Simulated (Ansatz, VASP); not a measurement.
# YIn3 (YIn3 (Pm-3m)): VASP beside Ansatz, part 2 of 2

Aim: how closely do two programs agree when they are given the same cell, functional and k mesh? The cell is taken from a series of runs on this material, whose earlier steps may have relaxed, scaled, displaced or heated it; both programs get it as it stands.

VASP 6.6.1 and Ansatz 0.2.0.

So far: Starting point; Ansatz: relaxation of cell and atoms, r2SCAN.

**3. VASP: relaxation of cell and atoms, r2SCAN**

Level of this step: r2SCAN; plane waves and PAW (Y_sv, In_d) (VASP).

The same cell, functional, mesh and smearing now go to VASP, with its own data sets.

Lines of VASP's logs that name or quote its potential files are left out, and so is its time.

The input, INCAR:

```
SYSTEM = YIn3
PREC = Accurate
ENCUT = 550
EDIFF = 1E-07
NELM = 120
ISMEAR = -1
SIGMA = 0.05
LREAL = .FALSE.
ALGO = Normal
METAGGA = R2SCAN
LASPH = .TRUE.
NBANDS = 31
LORBIT = 11
LWAVE = .FALSE.
LCHARG = .FALSE.
ISIF = 3
IBRION = 2
NSW = 80
EDIFFG = -0.005
GGA_COMPAT = .FALSE.
NELMIN = 4
LMIXTAU = .TRUE.
KPAR = 2
```

The input, POSCAR:

```
YIn3
1.0
    4.6256450000      0.0000000000      0.0000000000
    0.0000000000      4.6256450000      0.0000000000
    0.0000000000      0.0000000000      4.6256450000
Y In
1 3
Direct
    0.0000000000      0.0000000000      0.0000000000
    0.0000000000      0.4999998919      0.4999998919
    0.4999998919      0.4999998919      0.0000000000
    0.4999998919      0.0000000000      0.4999998919
```

The input, KPOINTS:

```
Automatic mesh
0
Gamma
8 8 8
0 0 0
```

PAW data sets: Y_sv and In_d (PBE family, release 64).

Launch:

```console
mpirun -np 2 vasp_std
```

Numbers of over 12 decimals in the logs are rounded to 6 here.

What it wrote:

```text
[banner, memory and clock lines left out]
running    2 mpi-ranks, on    1 nodes
 distrk:  each k-point on    1 cores,    2 groups
 distr:  one band on    1 cores,    1 groups

 POSCAR found type information on POSCAR Y In
 POSCAR found :  2 types and       4 ions
|                                                                             |
|               ----> ADVICE to this user running VASP <----                  |
|                                                                             |
|     You enforced a specific xc type in the INCAR file but a different       |
|     [... a line on the potential file left out ...]
|     I HOPE YOU KNOW WHAT YOU ARE DOING!                                     |
|                                                                             |

 LDA part: xc-table for (None), standard interpolation
 POSCAR, INCAR and KPOINTS ok, starting setup
 FFT: planning ... GRIDC
 FFT: planning ... GRID_SOFT
 FFT: planning ... GRID
 WAVECAR not read
 entering main loop
       N       E                     dE             d eps       ncg     rms          rms(c)
DAV:   1     0.422986595754E+03    0.42299E+03   -0.26100E+04  2170   0.232E+03
DAV:   2    -0.514471164643E+02   -0.47443E+03   -0.46515E+03  2177   0.525E+02
DAV:   3    -0.981079008985E+02   -0.46661E+02   -0.45991E+02  2592   0.186E+02
DAV:   4    -0.100912430841E+03   -0.28045E+01   -0.27753E+01  3693   0.395E+01
DAV:   5    -0.100973547089E+03   -0.61116E-01   -0.61093E-01  3088   0.514E+00    0.255E+01
DAV:   6    -0.919953608439E+02    0.89782E+01   -0.73391E+00  3092   0.344E+01    0.148E+01
DAV:   7    -0.883111361644E+02    0.36842E+01   -0.29752E+00  2806   0.167E+01    0.379E+00
DAV:   8    -0.900127323609E+02   -0.17016E+01   -0.21738E+00  2632   0.134E+01    0.529E+00
DAV:   9    -0.898988275483E+02    0.11390E+00   -0.94285E-02  2792   0.191E+00    0.492E+00
DAV:  10    -0.899939516771E+02   -0.95124E-01   -0.12850E-01  2219   0.260E+00    0.159E+00
DAV:  11    -0.901190758564E+02   -0.12512E+00   -0.91350E-02  2525   0.245E+00    0.601E-01
DAV:  12    -0.901236666787E+02   -0.45908E-02   -0.51476E-03  3145   0.402E-01    0.564E-01
DAV:  13    -0.901085895476E+02    0.15077E-01   -0.11980E-03  2430   0.262E-01    0.547E-01
DAV:  14    -0.901264826058E+02   -0.17893E-01   -0.11713E-03  2324   0.247E-01    0.569E-01
[...]
DAV:  29    -0.901692925620E+02    0.23082E-04   -0.36787E-05  3425   0.219E-02    0.172E-01
DAV:  30    -0.901692870641E+02    0.54980E-05   -0.74588E-06  3330   0.117E-02    0.158E-01
DAV:  31    -0.901692853231E+02    0.17409E-05   -0.23648E-06  2797   0.692E-03    0.142E-01
DAV:  32    -0.901692840345E+02    0.12886E-05   -0.12515E-06  2405   0.740E-03    0.115E-01
DAV:  33    -0.901692831788E+02    0.85579E-06   -0.25269E-06  2876   0.115E-02    0.706E-02
DAV:  34    -0.901692830614E+02    0.11739E-06   -0.12544E-06  2645   0.774E-03    0.450E-02
DAV:  35    -0.901692829539E+02    0.10743E-06   -0.11182E-06  2927   0.462E-03    0.251E-02
DAV:  36    -0.901692828799E+02    0.74003E-07   -0.76079E-07  2463   0.419E-03
   1 F= -.90169283E+02 E0= -.90164416E+02  d E =-.901693E+02
 curvature:   0.00 expect dE= 0.000E+00 dE for cont linesearch  0.000E+00
 trial: gam= 0.00000 g(F)=  0.000E+00 g(S)=  0.149E-02 ort = 0.000E+00 (trialstep = 0.100E+01)
 search vector abs. value=  0.149E-02
 bond charge predicted
       N       E                     dE             d eps       ncg     rms          rms(c)
DAV:   1    -0.901965689561E+02   -0.27286E-01   -0.72268E-01  2548   0.114E+01    0.112E+00
DAV:   2    -0.901736333865E+02    0.22936E-01   -0.62852E-02  2868   0.344E+00    0.439E-01
DAV:   3    -0.901690252403E+02    0.46081E-02   -0.11128E-02  3396   0.126E+00    0.197E-01
DAV:   4    -0.901695274938E+02   -0.50225E-03   -0.25214E-03  2602   0.390E-01    0.183E-01
DAV:   5    -0.901693941077E+02    0.13339E-03   -0.65684E-04  2673   0.179E-01    0.847E-02
DAV:   6    -0.901696967189E+02   -0.30261E-03   -0.43936E-04  2847   0.134E-01    0.485E-02
DAV:   7    -0.901697061490E+02   -0.94301E-05   -0.62193E-05  2853   0.550E-02    0.231E-02
DAV:   8    -0.901697085535E+02   -0.24045E-05   -0.72617E-05  2433   0.739E-02    0.129E-02
DAV:   9    -0.901697298596E+02   -0.21306E-04   -0.25190E-05  2338   0.397E-02    0.649E-03
DAV:  10    -0.901697314121E+02   -0.15526E-05   -0.31918E-06  3133   0.129E-02    0.643E-03
DAV:  11    -0.901697312815E+02    0.13068E-06   -0.22085E-07  1974   0.255E-03    0.662E-03
DAV:  12    -0.901697306853E+02    0.59611E-06   -0.66170E-07  2578   0.855E-03    0.682E-03
DAV:  13    -0.901697308549E+02   -0.16960E-06   -0.14256E-07  2062   0.261E-03    0.641E-03
DAV:  14    -0.901697309914E+02   -0.13642E-06   -0.50445E-08  1379   0.229E-03    0.537E-03
DAV:  15    -0.901697312076E+02   -0.21624E-06   -0.35286E-07  2383   0.508E-03    0.425E-03
DAV:  16    -0.901697312060E+02    0.15498E-08   -0.54483E-08  1246   0.187E-03
   2 F= -.90169731E+02 E0= -.90164986E+02  d E =-.448326E-03
 trial-energy change:   -0.000448  1 .order   -0.000452   -0.001491    0.000588
 step:   0.7153(harm=  0.7174)  dis= 0.00000  next Energy=   -90.169815 (dE=-0.532E-03)
 bond charge predicted
       N       E                     dE             d eps       ncg     rms          rms(c)
DAV:   1    -0.901719798919E+02   -0.22487E-02   -0.58996E-02  2555   0.329E+00    0.318E-01
DAV:   2    -0.901701530317E+02    0.18269E-02   -0.50222E-03  2883   0.968E-01    0.126E-01
DAV:   3    -0.901697734009E+02    0.37963E-03   -0.92400E-04  3395   0.364E-01    0.546E-02
DAV:   4    -0.901698039739E+02   -0.30573E-04   -0.20703E-04  2617   0.112E-01    0.526E-02
DAV:   5    -0.901697944582E+02    0.95157E-05   -0.50607E-05  2579   0.491E-02    0.246E-02
DAV:   6    -0.901698113949E+02   -0.16937E-04   -0.33732E-05  2926   0.361E-02    0.137E-02
DAV:   7    -0.901698112628E+02    0.13209E-06   -0.46538E-06  2718   0.154E-02    0.685E-03
DAV:   8    -0.901698106522E+02    0.61063E-06   -0.61375E-06  2413   0.211E-02    0.382E-03
DAV:   9    -0.901698116918E+02   -0.10396E-05   -0.22244E-06  2260   0.116E-02    0.180E-03
DAV:  10    -0.901698117750E+02   -0.83221E-07   -0.26355E-07  2217   0.428E-03
   3 F= -.90169812E+02 E0= -.90165033E+02  d E =-.528895E-03
 curvature:  -0.36 expect dE=-0.414E-08 dE for cont linesearch -0.414E-08
 trial: gam= 0.00000 g(F)=  0.493E-48 g(S)=  0.115E-07 ort =-0.415E-05 (trialstep = 0.943E+00)
 search vector abs. value=  0.116E-07
 reached required accuracy - stopping structural energy minimisation
```

Parts of OUTCAR (step 3):

```text
ion  position               nearest neighbor table
   1  0.000  0.000  0.000-   2 3.27   3 3.27   4 3.27   2 3.27   4 3.27   2 3.27   3 3.27   3 3.27
                             4 3.27   2 3.27   4 3.27   3 3.27
   2  0.000  0.500  0.500-   1 3.27   3 3.27   4 3.27   3 3.27   1 3.27   4 3.27   1 3.27   3 3.27
                             4 3.27   3 3.27   1 3.27   4 3.27
   3  0.500  0.500  0.000-   1 3.27   2 3.27   4 3.27   4 3.27   1 3.27   2 3.27   1 3.27   2 3.27
                             4 3.27   4 3.27   1 3.27   2 3.27
   4  0.500  0.000  0.500-   1 3.27   2 3.27   3 3.27   3 3.27   1 3.27   2 3.27   1 3.27   2 3.27
                             3 3.27   3 3.27   2 3.27   1 3.27

  LATTYP: Found a simple cubic cell.
 ALAT       =     4.6256450000

 Subroutine GETGRP returns: Found 48 space group operations
 (whereof 48 operations were pure point group operations)

The static configuration has the point symmetry O_h .

 Found     35 irreducible k-points:

   k-points           NKPTS =     35   k-points in BZ     NKDIM =     35   number of bands    NBANDS=     31

   dimension x,y,z NGX =    36 NGY =   36 NGZ =   36
   dimension x,y,z NGXF=    72 NGYF=   72 NGZF=   72

   ENCUT  =  550.0 eV  40.42 Ry    6.36 a.u.   8.85  8.85  8.85*2*pi/ulx,y,z

   NELECT =      50.0000    total number of electrons

 k-points in reciprocal lattice and weights: Automatic mesh
   0.00000000  0.00000000  0.00000000       0.002
   0.12500000  0.00000000  0.00000000       0.012
   0.25000000  0.00000000  0.00000000       0.012
   0.37500000  0.00000000  0.00000000       0.012
   0.50000000  0.00000000  0.00000000       0.006
   0.12500000  0.12500000  0.00000000       0.023
   0.25000000  0.12500000  0.00000000       0.047
   0.37500000  0.12500000  0.00000000       0.047
   0.50000000  0.12500000  0.00000000       0.023
[...]
0.50000000  0.50000000  0.37500000       0.012
   0.50000000  0.50000000  0.50000000       0.002

 average (electrostatic) potential at core
       1 -37.7715       2 -99.4211       3 -99.4211       4 -99.4211

 E-fermi :   7.4163

 k-point     1 :       0.0000    0.0000    0.0000
  band No.  band energies     occupation
    ...
     21       4.4823      2.00000
     22       4.4823      2.00000
     23       5.6063      2.00000
     24       5.6063      2.00000
     25       5.6063      2.00000
     26       9.6027      0.00000
     27       9.6027      0.00000
     28       9.6027      0.00000
     29      10.4868      0.00000
     30      11.3229      0.00000
    ...

 k-point     2 :       0.1250    0.0000    0.0000
  band No.  band energies     occupation
    ...
     21       3.5182      2.00000
     22       4.5843      2.00000
     23       5.6476      2.00000
     24       5.6476      2.00000
     25       6.4062      2.00000
     26       9.3066      0.00000
     27       9.3066      0.00000
     28       9.6120      0.00000
     29       9.8230      0.00000
     30      10.8312      0.00000
    ...

 k-point     3 :       0.2500    0.0000    0.0000
  band No.  band energies     occupation
    ...
     21       2.1590      2.00000
     22       4.8931      2.00000
     23       5.7381      2.00000
     24       5.7381      2.00000
     25       7.4188      0.97510
     26       8.4011      0.00000
     27       8.9273      0.00000
     28       8.9273      0.00000
     29       9.6349      0.00000
     30      11.1416      0.00000
    ...

  Total        0.0005647      0.0005647      0.0005647      0.0000000      0.0000000     -0.0000000
  in kB        0.0091889      0.0091889      0.0091889      0.0000000      0.0000000     -0.0000000
  external PRESSURE =       0.0091889 kB  Pullay stress =       0.0000000 kB

  energy-cutoff  :      550.00
  volume of cell :       98.45
      direct lattice vectors                 reciprocal lattice vectors
     4.617543530  0.000000000 -0.000000000     0.216565365 -0.000000000 -0.000000000
     0.000000000  4.617543530 -0.000000000     0.000000000  0.216565365  0.000000000
     0.000000000 -0.000000000  4.617543530     0.000000000  0.000000000  0.216565365

 POSITION                                       TOTAL-FORCE (eV/Angst)
 -----------------------------------------------------------------------------------
      0.00000      0.00000      0.00000        -0.000000      0.000000      0.000000
      0.00000      2.30877      2.30877         0.000000     -0.000000      0.000000
      2.30877      2.30877     -0.00000        -0.000000      0.000000      0.000000
      2.30877     -0.00000      2.30877         0.000000     -0.000000      0.000000
 -----------------------------------------------------------------------------------
    total drift:                                0.000344      0.000344      0.000344

  FREE ENERGIE OF THE ION-ELECTRON SYSTEM (eV)
  ---------------------------------------------------
  free  energy   TOTEN  =       -90.1698117750 eV

  energy  without entropy=      -90.1602547959  energy(sigma->0) =      -90.16503329

 reached required accuracy - stopping structural energy minimisation

 total charge
# of ion       s       p       d       f       tot
--------------------------------------------------
    1        2.152   6.268   1.021   0.020   9.461
    2        0.918   0.714   9.842   0.000  11.474
    3        0.918   0.714   9.842   0.000  11.474
    4        0.918   0.714   9.842   0.000  11.474
--------------------------------------------------
tot          4.906   8.410  30.546   0.020  43.882

[... 3 further parts left out ...]
```

CONTCAR:

```
YIn3
   1.00000000000000
     4.6175435297028820    0.0000000000000000   -0.0000000000000000
     0.0000000000000000    4.6175435297028820   -0.0000000000000000
     0.0000000000000000   -0.0000000000000000    4.6175435297028820
  Y               In
     1     3
Direct
     0.0000000000000000    0.0000000000000000    0.0000000000000000
     0.0000000000000000    0.4999998919000035    0.4999998919000035
     0.4999998919000035    0.4999998919000035    0.0000000000000000
     0.4999998919000035    0.0000000000000000    0.4999998919000035
```

**4. Comparison**

Known differences besides the potentials themselves: VASP keeps PBE cores, Ansatz makes them for the functional; the cutoff is 500 eV in Ansatz and 550 eV in VASP; Ansatz adds a Pulay correction to the stress that steers its cell, VASP none. Total energies have different zeros and are not compared.

The two programs side by side:

| quantity | Ansatz | VASP | difference |
| --- | --- | --- | --- |
| volume (Å³) | 98.39 | 98.45 | -0.06 % |
| edge a after relaxation, in the typed setting (Å) | 4.617 | 4.617 | -0.02 % |

**5. What came out**

```json
{
 "difference in volume (relaxation of cell and atoms, r2SCAN)": "-0.063 %"
}
```

**Reading.** The difference in volume is -0.063 % (relaxation of cell and atoms, r2SCAN), within the 1.2 % picked in this series as the mark of a large difference, as far as the stopping tolerances let one tell. Such differences can come from data sets, numerical settings and the points named under the comparisons, not from the functional's error against experiment.

[Lines on the potential files, build, host, timing and source positions are cut from VASP's logs without a mark.]

[Logs are printed without paths, hosts, clocks, repeated set-up lines and the standing remarks that a program may print on its own settings, such as how far it seeks lower states.]

[Hosts, paths, dates, database ids (printed as entryN), source tags and the programs' standing remarks are cut or masked in the printed files.]
